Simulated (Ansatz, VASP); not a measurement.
**RbSi2: VASP beside Ansatz**

```
Rb Si
1.0
    -2.15598    2.15598    5.57514
     2.15598   -2.15598    5.57514
     2.15598    2.15598   -5.57514
Rb Si
1 2
Direct
  0.00000 0.00000 0.00000
  0.39529 0.39529 0.00000
  0.60471 0.60471 0.00000
```

Alike in both runs: task relaxation of cell and atoms; functional PBE; dispersion D3(BJ); k mesh 6 × 6 × 6; occupations gaussian, width 0.1 eV; no spin polarisation.

|  | VASP | Ansatz |
| --- | --- | --- |
| version | VASP 6.6.1 | Ansatz 0.2.0 |
| potentials or method | VASP PAW PBE potentials, release 64 (Rb_sv, Si) | scalar-relativistic, plane waves, PAW |
| plane-wave cutoff (eV) | 600 | 420 |
| valence electrons in the cell | 17 | 17 |

VASP gave:

```
gap on the k mesh at the Fermi level, each at its own relaxed structure (eV) : none
relaxed volume (Å³/atom)                                                     : 36.29
relaxed cell length with the largest relative difference (Å)                 : 5.713
energy change over the relaxation (meV/atom)                                 : -336
```

Problem. What did Ansatz give for the same quantities?

Solution. gap on the k mesh at the Fermi level, each at its own relaxed structure (eV): none; relaxed volume (Å³/atom): 36.10; relaxed cell length with the largest relative difference (Å): 5.701; energy change over the relaxation (meV/atom): -335.

A gap of «none» marks a metal or a gap that the smearing closes.

Caveats: pairwise dispersion overbinds metals, which lowers pressure and volume.
